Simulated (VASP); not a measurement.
All values below come from r2SCAN meta-GGA, VASP's PBE PAW potentials (set 64) (plane waves; VASP).

Input for VASP

### INCAR
```
ISMEAR = 1
LWAVE = .FALSE.
LMIXTAU = .TRUE.
LMAXMIX = 4
PREC = Accurate
ENCUT = 400   ! plane-wave cut-off (eV)
SIGMA = 0.05   ! width (eV)
LCHARG = .FALSE.
ALGO = Normal   ! blocked Davidson
LASPH = .TRUE.
LREAL = .FALSE.   ! projection in real space or not
ISIF = 2   ! forces and stress, cell fixed
SYSTEM = LiNbO3
EDIFF = 1E-6   ! SCF stop (eV)
NELM = 100   ! most electronic steps
METAGGA = R2SCAN
```

File KPOINTS:
```
Automatic mesh
0
Gamma
5 5 5
0.5 0.5 0.5
```

### POSCAR
```
LiNbO3
1.0
  2.6307780000   1.5188800000   4.6317750000
 -2.6307780000   1.5188800000   4.6317750000
  0.0000000000  -3.0377610000   4.6317750000
Li Nb O
2 2 6
Cart
  0.0000000000  -0.0000002875   3.9949059375
 -0.0000000000  -0.0000007875  10.9425684375
  0.0000000000  -0.0000000128   0.1778601600
  0.0000000000  -0.0000005128   7.1255226600
  1.5929360790   0.2462100854   5.7896724323
 -1.0096925964   1.2564173951   5.7896724323
 -0.5832434826  -1.5026287304   5.7896724323
  0.5832434826   1.5351317696   8.1055599323
 -1.6210854036  -0.2624631049   8.1055599323
  1.0378419210  -1.2726704146   8.1055599322
```

POTCAR, in this order: Li_sv Nb_sv O (PBE.64 set). Program: vasp_std.

Output of the run:

File OSZICAR:
```
       N       E                     dE             d eps       ncg     rms          rms(c)
DAV:   1     0.579294305888E+03    0.57929E+03   -0.33274E+04  1520   0.151E+03
DAV:   2    -0.104377647153E+03   -0.68367E+03   -0.67114E+03  2096   0.532E+02
DAV:   3    -0.156007724328E+03   -0.51630E+02   -0.51430E+02  2304   0.133E+02
DAV:   4    -0.160976952133E+03   -0.49692E+01   -0.49644E+01  2704   0.371E+01
DAV:   5    -0.161282076592E+03   -0.30512E+00   -0.30510E+00  2312   0.647E+00    0.272E+01
DAV:   6    -0.123455662894E+03    0.37826E+02   -0.64046E+01  2272   0.545E+01    0.674E+00
DAV:   7    -0.116842658327E+03    0.66130E+01   -0.38752E+00  1808   0.115E+01    0.375E+00
DAV:   8    -0.124611778100E+03   -0.77691E+01   -0.28401E+00  1712   0.103E+01    0.200E+00
DAV:   9    -0.118077582222E+03    0.65342E+01   -0.14380E+00  1568   0.829E+00    0.475E-01
DAV:  10    -0.118616690339E+03   -0.53911E+00   -0.50371E-01  1776   0.418E+00    0.535E-01
DAV:  11    -0.118224429438E+03    0.39226E+00   -0.12482E-01  1608   0.283E+00    0.279E-01
DAV:  12    -0.118656512213E+03   -0.43208E+00   -0.18167E-01  1544   0.318E+00    0.154E-01
DAV:  13    -0.118668610250E+03   -0.12098E-01   -0.16986E-02  1944   0.884E-01    0.118E-01
DAV:  14    -0.118665068340E+03    0.35419E-02   -0.31675E-03  1824   0.400E-01    0.766E-02
DAV:  15    -0.118674319425E+03   -0.92511E-02   -0.24580E-03  1840   0.403E-01    0.522E-02
DAV:  16    -0.118676009580E+03   -0.16902E-02   -0.95926E-04  1592   0.240E-01    0.199E-02
DAV:  17    -0.118676048284E+03   -0.38704E-04   -0.14886E-04  1808   0.836E-02    0.151E-02
DAV:  18    -0.118676080904E+03   -0.32621E-04   -0.42554E-05  1760   0.492E-02    0.866E-03
DAV:  19    -0.118676097323E+03   -0.16419E-04   -0.11152E-05  2088   0.216E-02    0.544E-03
DAV:  20    -0.118676109929E+03   -0.12606E-04   -0.21534E-06   936   0.111E-02    0.221E-03
DAV:  21    -0.118676105543E+03    0.43854E-05   -0.13636E-06   768   0.789E-03    0.937E-04
DAV:  22    -0.118676108208E+03   -0.26647E-05   -0.30654E-07   760   0.414E-03    0.140E-03
DAV:  23    -0.118676110056E+03   -0.18484E-05   -0.20014E-07   760   0.394E-03    0.605E-04
DAV:  24    -0.118676109291E+03    0.76537E-06   -0.63213E-08   760   0.237E-03
   1 F= -.11867611E+03 E0= -.11867658E+03  d E =0.139866E-02
```

**OUTCAR**
```
------------------------ aborting loop because EDIFF is reached ----------------------------------------
  FORCE on cell =-STRESS in cart. coord.  units (eV):
  Direction    XX          YY          ZZ          XY          YZ          ZX
  --------------------------------------------------------------------------------------
  Total       -7.3142990     -7.3142985     -6.8208440      0.0000000      0.0000005      0.0000000
  in kB     -105.5302161   -105.5302087    -98.4106802      0.0000000      0.0000071      0.0000000
  external PRESSURE =    -103.1570350 kB  Pullay stress =       0.0000000 kB
  volume of cell :      111.05
      direct lattice vectors                 reciprocal lattice vectors
     2.630778000  1.518880000  4.631775000     0.190057846  0.109729952  0.071966659
    -2.630778000  1.518880000  4.631775000    -0.190057846  0.109729952  0.071966659
     0.000000000 -3.037761000  4.631775000     0.000000000 -0.219459905  0.071966635
 POSITION                                       TOTAL-FORCE (eV/Angst)
 -----------------------------------------------------------------------------------
      0.00000     -0.00000      3.99491         0.000000     -0.000000      0.063113
      0.00000     -0.00000     10.94257         0.000000     -0.000000      0.063113
      0.00000     -0.00000      0.17786         0.000000     -0.000000      0.550538
      0.00000     -0.00000      7.12552         0.000000     -0.000000      0.550538
      1.59294      0.24621      5.78967         0.024333     -0.128788     -0.204550
     -1.00969      1.25642      5.78967         0.099367      0.085467     -0.204550
     -0.58324     -1.50263      5.78967        -0.123700      0.043321     -0.204550
      0.58324      1.53513      8.10556         0.123700      0.043321     -0.204550
     -1.62109     -0.26246      8.10556        -0.099367      0.085467     -0.204550
      1.03784     -1.27267      8.10556        -0.024333     -0.128788     -0.204550
 -----------------------------------------------------------------------------------
    total drift:                                0.000000      0.000008     -0.072733
  FREE ENERGIE OF THE ION-ELECTRON SYSTEM (eV)
  ---------------------------------------------------
  free  energy   TOTEN  =      -118.6761092908 eV

  energy  without entropy=     -118.6775079481  energy(sigma->0) =     -118.67657551
```
(Selected blocks of OUTCAR.)

At this cut-off the stress carries a Pulay error, which pulls relaxed volumes low.

The structure was generated: LiNbO3 was put into an ordered model structure, which need not be its known phase. The cell was not relaxed at this level. The run is one of a series of settings (GGA removed, LMIXTAU = .TRUE., METAGGA = R2SCAN against the base run), some of them coarse on purpose.
